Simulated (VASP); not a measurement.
Input:

```cif
data_F3KMg
_chemical_formula_sum 'K1 Mg1 F3'
_space_group_name_H-M_alt 'Pm-3m'
_space_group_IT_number 221
_space_group_name_Hall '-P 4 2 3'
_cell_length_a 4.00486
_cell_length_b 4.00486
_cell_length_c 4.00486
_cell_angle_alpha 90.000
_cell_angle_beta 90.000
_cell_angle_gamma 90.000
loop_
_atom_site_label
_atom_site_type_symbol
_atom_site_symmetry_multiplicity
_atom_site_Wyckoff_symbol
_atom_site_fract_x
_atom_site_fract_y
_atom_site_fract_z
_atom_site_occupancy
K1 K 1 a 0.00000 0.00000 0.00000 1
Mg1 Mg 1 b 0.50000 0.50000 0.50000 1
F1 F 3 c 0.00000 0.50000 0.50000 1
```

All values below come from optB86b-vdW, VASP's PBE PAW potentials (set 64) (plane waves; VASP 6.6.1). Settings: 520 eV cut-off, 6×6×6 Γ-centred mesh, Gaussian smearing of 0.050 eV, potentials K_sv Mg F.

Problem. Give the energy at these volumes per atom, relative to the lowest: 12.01, 12.39, 12.77, 13.16, 13.54 Å³.

Solution. 14.1, 3.9, 0.0, 1.5, 7.7 meV/atom. A third-order Birch-Murnaghan fit gives B0 = 73.3 GPa and B0′ = 4.4.

The compound is KMgF3 in the cubic perovskite structure. It was relaxed first.
